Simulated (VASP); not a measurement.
Level of theory: PBE GGA, VASP's PBE PAW potentials (set 64) (plane waves; VASP).

Input for VASP

KPOINTS:
```
Automatic mesh
0
Gamma
7 7 7
0 0 0
```

File POSCAR:
```
MnO
1
    4.5288000000     2.2644000000     2.2644000000
    2.2644000000     4.5288000000     2.2644000000
    2.2644000000     2.2644000000     4.5288000000
Mn O
2 2
Direct
  0.0000000000   0.0000000000   0.0000000000
  0.5000000000   0.5000000000   0.5000000000
  0.2500000000   0.2500000000   0.2500000000
  0.7500000000   0.7500000000   0.7500000000
```

**INCAR**
```
SYSTEM = MnO
PREC = Accurate
ENCUT = 520
EDIFF = 1E-6
NELM = 100
ALGO = Normal
LREAL = .FALSE.
LASPH = .TRUE.
ISMEAR = 0
SIGMA = 0.05
GGA = PE
LMAXMIX = 4
ISPIN = 2
MAGMOM = 7.0 -3.0 0.0 0.0
LORBIT = 10
LWAVE = .FALSE.
LCHARG = .FALSE.
ISIF = 2
```

POTCAR, in this order: Mn_pv O (PBE.64 set). Program: vasp_std.

What does the run give for the energy per atom (σ→0), cell moment, pressure?

```yaml
energy per atom (σ→0): -8.261 eV/atom
cell_moment: 0.00 μB
pressure: -7.79 GPa
```

OSZICAR:
```
...
DAV:  10    -0.330435217049E+02   -0.14923E-01   -0.53155E-02  4828   0.224E+00    0.748E-01
DAV:  11    -0.330444727223E+02   -0.95102E-03   -0.12321E-02  5288   0.103E+00    0.251E-01
DAV:  12    -0.330447659888E+02   -0.29327E-03   -0.12125E-03  4594   0.271E-01    0.766E-02
DAV:  13    -0.330448231719E+02   -0.57183E-04   -0.11597E-04  5171   0.107E-01    0.303E-02
DAV:  14    -0.330448407457E+02   -0.17574E-04   -0.24832E-05  4976   0.413E-02    0.125E-02
DAV:  15    -0.330448433192E+02   -0.25735E-05   -0.44538E-06  3909   0.232E-02    0.447E-03
DAV:  16    -0.330448433923E+02   -0.73064E-07   -0.54609E-07  2334   0.702E-03
   1 F= -.33044843E+02 E0= -.33044843E+02  d E =-.103510E-15  mag=    -0.0000
```

The compound is MnO in the rock salt, AFM-II order structure. The cell was not relaxed at this level. The run is one of a series of settings (MAGMOM = 7.0 -3.0 0.0 0.0 against the base run), some of them coarse on purpose.
